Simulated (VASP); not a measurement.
Calculation: PBE GGA, VASP's PBE PAW potentials (set 64) (plane waves; VASP 6.6.1).

Input for VASP

### KPOINTS
```
Automatic mesh
0
Gamma
12 12 6
0 0 0
```

POSCAR:
```
Zr
1
    1.6473000000    -2.8532070000     0.0000000000
    1.6473000000     2.8532070000     0.0000000000
    0.0000000000     0.0000000000     5.2530000000
Zr
2
Direct
  0.3333330000   0.6666670000   0.2500000000
  0.6666670000   0.3333330000   0.7500000000
```

### INCAR
```
LCHARG  =  F
ALGO  =  Normal
GGA  =  PE
NELM  =  100   # most electronic steps
ISIF  =  2
LASPH  =  T
PREC  =  Accurate
ISMEAR  =  1
LREAL  =  F   # projection in real space or not
ENCUT  =  400   # plane-wave cut-off (eV)
LMAXMIX  =  4   # l cut-off of mixed one-centre charges
SIGMA  =  0.1
SYSTEM  =  Zr
EDIFF  =  1E-6
LWAVE  =  F
```

POTCAR, in this order: Zr_sv (PBE.64 set). Program: vasp_std.

Output

### OSZICAR
```
       N       E                     dE             d eps       ncg     rms          rms(c)
DAV:   1     0.181750086457E+03    0.18175E+03   -0.12041E+04  2440   0.122E+03
DAV:   2    -0.505060125666E+01   -0.18680E+03   -0.18517E+03  3064   0.372E+02
DAV:   3    -0.176075688638E+02   -0.12557E+02   -0.12405E+02  4648   0.684E+01
DAV:   4    -0.177920729074E+02   -0.18450E+00   -0.18447E+00  2664   0.961E+00
DAV:   5    -0.177963749840E+02   -0.43021E-02   -0.43020E-02  3808   0.103E+00    0.129E+01
DAV:   6    -0.171299451778E+02    0.66643E+00   -0.10783E+00  2512   0.889E+00    0.485E+00
DAV:   7    -0.169963288508E+02    0.13362E+00   -0.66809E-01  3408   0.607E+00    0.114E+00
DAV:   8    -0.170010376690E+02   -0.47088E-02   -0.41039E-02  3256   0.163E+00    0.288E-01
DAV:   9    -0.170011658378E+02   -0.12817E-03   -0.21987E-03  2872   0.473E-01    0.390E-02
DAV:  10    -0.170011179388E+02    0.47899E-04   -0.55941E-05  3600   0.476E-02    0.245E-02
DAV:  11    -0.170011170833E+02    0.85549E-06   -0.11024E-05  2824   0.408E-02    0.404E-03
DAV:  12    -0.170011171732E+02   -0.89950E-07   -0.37709E-07  1912   0.490E-03
   1 F= -.17001117E+02 E0= -.17001892E+02  d E =0.232499E-02
```

### OUTCAR
```
------------------------ aborting loop because EDIFF is reached ----------------------------------------
  FORCE on cell =-STRESS in cart. coord.  units (eV):
  Direction    XX          YY          ZZ          XY          YZ          ZX
  --------------------------------------------------------------------------------------
  Total       -1.4501925     -1.4501922     -1.4934999      0.0000000      0.0000000      0.0000000
  in kB      -47.0535995    -47.0535898    -48.4587731      0.0000000      0.0000000      0.0000000
  external PRESSURE =     -47.5219874 kB  Pullay stress =       0.0000000 kB
  volume of cell :       49.38
      direct lattice vectors                 reciprocal lattice vectors
     1.647300000 -2.853207000  0.000000000     0.303526984 -0.175241404  0.000000000
     1.647300000  2.853207000  0.000000000     0.303526984  0.175241404  0.000000000
     0.000000000  0.000000000  5.253000000     0.000000000  0.000000000  0.190367409
 POSITION                                       TOTAL-FORCE (eV/Angst)
 -----------------------------------------------------------------------------------
      1.64730      0.95107      1.31325         0.000000     -0.000000      0.000000
      1.64730     -0.95107      3.93975        -0.000000      0.000000      0.000000
 -----------------------------------------------------------------------------------
    total drift:                                0.000000      0.001150     -0.000020
  FREE ENERGIE OF THE ION-ELECTRON SYSTEM (eV)
  ---------------------------------------------------
  free  energy   TOTEN  =       -17.0011171732 eV

  energy  without entropy=      -17.0034421646  energy(sigma->0) =      -17.00189217
```
(Selected blocks of OUTCAR.)

### OUTCAR
```
 val. band max:        8.3424718844   @ k =   0.3333   0.3333   0.3333

 cond. band min:       8.3758300754   @ k =   0.0833   0.0833   0.0000


 Fermi energy:         8.3711002416

 k-point     1 :       0.0000    0.0000    0.0000
  band No.  band energies     occupation
      1     -40.6057      2.00000
      2     -40.4858      2.00000
      3     -19.0322      2.00000
      4     -18.3060      2.00000
      5     -18.3060      2.00000
      6     -18.2026      2.00000
      7     -18.1880      2.00000
      8     -18.1880      2.00000
      9       2.8120      2.00000
     10       5.4782      2.00000
     11       9.2071     -0.00000
     12       9.2072     -0.00000
     13       9.3119     -0.00000
     14       9.3281     -0.00000
     15       9.8423     -0.00000
     16       9.8424     -0.00000

 k-point     2 :       0.0833    0.0000    0.0000
  band No.  band energies     occupation
      1     -40.5996      2.00000
      2     -40.4832      2.00000
      3     -19.0147      2.00000
      4     -18.3441      2.00000
      5     -18.3186      2.00000
      6     -18.2280      2.00000
      7     -18.2102      2.00000
      8     -18.1933      2.00000
      9       2.9938      2.00000
     10       5.6447      2.00000
     11       8.7921     -0.00000
     12       8.9761     -0.00000
     13       9.3746     -0.00000
     14       9.6236     -0.00000
     15       9.7149     -0.00000
     16       9.9989     -0.00000

 k-point     3 :       0.1667    0.0000    0.0000
  band No.  band energies     occupation
      1     -40.5824      2.00000
      2     -40.4766      2.00000
      3     -18.9645      2.00000
      4     -18.4487      2.00000
      5     -18.3518      2.00000
      6     -18.3342      2.00000
      7     -18.2332      2.00000
      8     -18.2085      2.00000
      9       3.5085      2.00000
     10       6.0721      2.00000
     11       8.2463      2.07076
     12       8.2494      2.07090
     13       9.3044     -0.00000
...
```

The compound is Zr in the hcp structure. The cell was not relaxed at this level.
